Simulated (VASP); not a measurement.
Input:

```
CELL_PARAMETERS angstrom
      0.00000     2.73786     2.73786
      2.73786     0.00000     2.73786
      2.73786     2.73786     0.00000
ATOMIC_POSITIONS crystal
  Al 0.00000 0.00000 0.00000
  P  0.25000 0.25000 0.25000
```

Level of theory: AM05 GGA, VASP's PBE PAW potentials (set 64) (plane waves; VASP). Numerical set-up: 520 eV cut-off, Gaussian smearing of 0.050 eV, potentials Al P.

**Question.** Give the energies of bands 2 to 7 at the high-symmetry points, in eV from the valence-band maximum.

**Answer.** 
| band | Γ | X | U | L | W |
|---|---|---|---|---|---|
| 2 | 0.00 | -5.29 | -5.01 | -5.52 | -4.90 |
| 3 | 0.00 | -2.10 | -3.42 | -0.76 | -3.17 |
| 4 | 0.00 | -2.10 | -1.73 | -0.76 | -2.82 |
| 5 | 3.21 | 1.52 | 2.38 | 2.75 | 4.27 |
| 6 | 4.50 | 2.42 | 5.06 | 4.76 | 5.87 |
| 7 | 4.50 | 10.93 | 8.38 | 4.76 | 6.10 |

The gap is indirect, 1.52 eV, from the valence maximum at Γ to the conduction minimum at X.

Measured: gap 2.54 eV (computed value off by -1.02 eV), as given by Wei Chen et al., Physical Review Materials (2018), doi:10.1103/physrevmaterials.2.073803 [zero-point renormalisation of 0.02 eV added back (the table's ZPR column)].

The compound is AlP in the zinc blende structure. It was relaxed first.
